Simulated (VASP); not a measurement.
Energy against volume of HfB$_{2}$ (AlB2 type). Calculation: revPBE GGA, VASP's PBE PAW potentials (set 64) (plane waves; VASP). Settings: 520 eV cut-off, 11×11×9 Γ-centred mesh, first-order Methfessel-Paxton smearing of 0.10 eV, potentials Hf_pv B.

Shape and ions are relaxed at each volume.

```tsv
V (Å³/atom)	E (eV/atom)
9.760	-8.50404
10.062	-8.51162
10.364	-8.50530
10.665	-8.48703
```

Q: Fit these four points and predict the energy of the run at 9.458 Å³/atom.

A: A cubic in V^(−2/3), the third-order Birch-Murnaghan form, passes through the four points with V0 = 10.07 Å³/atom and B0 = 245 GPa, and gives -8.4804 eV/atom there. The run gave -8.4804 eV/atom, +0.0 meV/atom from the fit; all five points give B0 = 244 GPa.

The compound is HfB2 in the AlB2 type structure. It was relaxed first.
